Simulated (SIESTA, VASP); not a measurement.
VASP ran on this input.

File POSCAR:
```
YHg2
4.8015320
  1.0000000000   0.0000000000   0.0000000000
 -0.5000000000   0.8660254685   0.0000000000
  0.0000000000   0.0000000000   0.7153223180
Y Hg
1 2
Cart
  0.0000000000   0.0000000000   0.0000000000
 -0.0000005000   0.5773506010   0.3576611590
  0.5000005000   0.2886748675   0.3576611590
```

**KPOINTS**
```
kpoints
0
gamma
9 9 11
```

### INCAR
```
! general
SYSTEM   =  YHg2
PREC     =  Accurate
ENCUT    =  300
LREAL    =  .FALSE.
LASPH    =  .TRUE.   ! aspherical one-centre terms

! electronic loop
EDIFF    =  1E-6   ! SCF stop (eV)
NELM     =  100   ! most electronic steps
ALGO     =  Normal
LMAXMIX  =  6   ! l cut-off of mixed one-centre charges

! smearing
ISMEAR   =  -1   ! Fermi-Dirac
SIGMA    =  0.136

! functional
GGA      =  PS   ! PBEsol

! ions
IBRION   =  2
NSW      =  50   ! most ionic steps
ISIF     =  3   ! ions, shape and volume
EDIFFG   =  -0.01   ! ionic stop

! output
LWAVE    =  .FALSE.
LCHARG   =  .FALSE.
```

POTCAR, in this order: Y_sv Hg (PBE.64 set). Program: vasp_std.

Question: Translate it to SIESTA.

Answer: One input that does it (GGA PBEsol, numerical atomic orbitals DZP, PseudoDojo PBEsol standard norm-conserving potentials (rewritten from UPF to PSML)):
```
# files in the folder: Y.psml Hg.psml (PseudoDojo PBEsol standard)
SystemName  YHg2
SystemLabel YHg2

NumberOfAtoms                3
NumberOfSpecies              2
%block ChemicalSpeciesLabel
  1 39 Y
  2 80 Hg
%endblock ChemicalSpeciesLabel
LatticeConstant              1.0 Ang
%block LatticeVectors
     4.801532000    0.000000000    0.000000000
    -2.400766000    4.158249000    0.000000000
     0.000000000    0.000000000    3.434643000
%endblock LatticeVectors
AtomicCoordinatesFormat      Bohr
%block AtomicCoordinatesAndAtomicSpecies
     0.000000000    0.000000000    0.000000000  1
    -0.000004537    5.238637131    3.245267303  2
     4.536794766    2.619314637    3.245267303  2
%endblock AtomicCoordinatesAndAtomicSpecies

XC.functional                GGA
XC.authors                   PBEsol
PAO.BasisSize                DZP
PAO.EnergyShift              0.01 Ry
MeshCutoff                   300 Ry
%block kgrid.MonkhorstPack
    9   0   0  0.0
    0   9   0  0.0
    0   0  11  0.0
%endblock kgrid.MonkhorstPack
OccupationFunction           FD
ElectronicTemperature        136.0 meV

MaxSCFIterations             150
SCF.Mixer.Method             Broyden
SCF.Mixer.Weight             0.25
SCF.Mixer.History            6
SCF.DM.Tolerance             1.0E-04
Diag.ParallelOverK           true
MD.TypeOfRun                 FIRE
MD.Steps                     40
MD.MaxForceTol               0.02 eV/Ang
MD.VariableCell              true
MD.MaxStressTol              0.05 GPa
WriteForces                  true
```
Both inputs were run and reached self-consistency, which says nothing on mesh or cut-off. Potentials, basis and cut-offs are each code's own, so they don't translate, and total energies aren't comparable.

The structure comes from a computed database's YHg2 entry (P6/mmm); how it stands against other phases isn't given here.
